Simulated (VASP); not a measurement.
Data:

```yaml
crystal:
  lattice:
    - [0.00000, 2.84109, 2.84109]
    - [2.84109, 0.00000, 2.84109]
    - [2.84109, 2.84109, 0.00000]
  atoms:
    - { symbol: Ca, position: [0.00000, 0.00000, 0.00000] }
    - { symbol: S, position: [0.50000, 0.50000, 0.50000] }
```

The numbers are results of optB88-vdW, VASP's PBE PAW potentials (set 64) (plane waves; VASP), not measurements. Numerical set-up: 520 eV cut-off, 9×9×9 Γ-centred mesh, tetrahedra with Blöchl corrections, potentials Ca_sv S.

### Question
Predict the energy per atom (σ→0).

### Answer

```
Item                           Result
---------------------  --------------
energy per atom (σ→0)  -3.356 eV/atom
```

The absolute energy has meaning only against runs of the same code, potentials and settings.

The compound is CaS in the rock salt structure. It was relaxed first.
